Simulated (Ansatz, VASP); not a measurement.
## Ba3SiS: VASP beside Ansatz

```
Ba Si S
1.0
     5.50437    0.00000    0.00000
     0.00000    5.50437    0.00000
     0.00000    0.00000    5.50437
Ba Si S
3 1 1
Direct
  0.50000 0.50000 0.00000
  0.50000 0.00000 0.50000
  0.00000 0.50000 0.50000
  0.00000 0.00000 0.00000
  0.50000 0.50000 0.50000
```

Change from the starting cell: species swapped into the Pr3AlN type (Pm-3m, No. 221).

Alike in both runs: task relaxation of cell and atoms; functional PBE; k mesh 4 × 4 × 4; occupations gaussian, width 0.1 eV; no spin polarisation.

```csv
,VASP,Ansatz
version,VASP 6.6.1,Ansatz 0.2.0
potentials or method,"VASP PAW PBE potentials, release 64 (Ba_sv, Si, S)","scalar-relativistic, plane waves, PAW"
plane-wave cutoff (eV),600,420
valence electrons in the cell,40,40
```

```tsv
	VASP	Ansatz	Ansatz less VASP
gap on the k mesh at the Fermi level, each at its own relaxed structure (eV)	0.11	0.11	-0.005
relaxed volume (Å³/atom)	42.47	41.77	-0.702
relaxed cell length with the largest relative difference (Å)	5.966	5.933	-0.0331
energy change over the relaxation (meV/atom)	-261	-220	+41.2
```

Caveats: the volume moved by over 15 % at a fixed basis, so the end points are rough (VASP); spin-orbit coupling is left out, which moves the levels of the heavy elements.
